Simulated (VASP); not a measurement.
Shape and ions are relaxed at each volume.

Data:

```
Hf
1.0
    1.58714    -2.74900     0.00000
    1.58714     2.74900     0.00000
    0.00000     0.00000     5.02112
Hf
2
Cartesian
  1.58714   0.91634   1.25528
  1.58714  -0.91634   3.76584
```

All values below come from rev-vdW-DF2, VASP's PBE PAW potentials (set 64) (plane waves; VASP). Settings: 520 eV cut-off, 13×13×7 Γ-centred mesh, first-order Methfessel-Paxton smearing of 0.10 eV, potentials Hf_pv.

Q: Give the energy at these volumes per atom, relative to the lowest: 20.58, 21.24, 21.90, 22.55, 23.21 Å³.

A: 30.8, 7.5, 0.0, 6.4, 25.2 meV/atom. A third-order Birch-Murnaghan fit gives B0 = 113 GPa and B0′ = 3.2.

Measured: bulk modulus 110 GPa at 0 K (computed value off by +3.0 %), as given by Vázquez-Parga, Fernández-Martínez, Viñes, J. Chem. Theory Comput. (2023), doi:10.1021/acs.jctc.3c00612, Supporting … [zero-point energy and finite temperature contributions removed].

The compound is Hf in the hcp structure. It was relaxed first.
